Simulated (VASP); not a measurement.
Input:

```xyz
8
Lattice="5.3357 0.0000 0.0000 0.0000 5.3357 0.0000 0.0000 0.0000 3.9182" Properties=species:S:1:pos:R:3 pbc="T T T"
W      2.6679     0.0000     3.6831
W      0.0000     2.6679     0.2350
O      2.6679     0.0000     1.9116
O      0.0000     2.6679     2.0066
O      1.3339     1.3339     0.0000
O      1.3339     4.0018     3.9182
O      4.0018     4.0018     0.0000
O      4.0018     1.3339     0.0000
```

Method: PBEsol GGA, VASP's PBE PAW potentials (set 64) (plane waves; VASP 6.6.1). Settings: 520 eV cut-off, 5×5×6 Γ-centred mesh, tetrahedra with Blöchl corrections, potentials W_sv O.

Unless said otherwise, spin-orbit coupling is left out, though it shifts the bands of the heavy elements here.

Problem. Estimate the energy per atom (σ→0), band gap (on the k-mesh) with the smallest direct gap where there is one.

Solution. 
| Property | Result |
|---|---|
| band gap (on the k-mesh) | 0.53 eV |
| smallest direct gap (on the k-mesh) | 0.54 eV |
| energy per atom (σ→0) | -9.512 eV/atom |

Total energies compare only between runs with the same potentials, cut-off and functional.

The structure comes from a computed database's WO3 entry (P4/nmm); how it stands against other phases isn't given here. It was relaxed first.
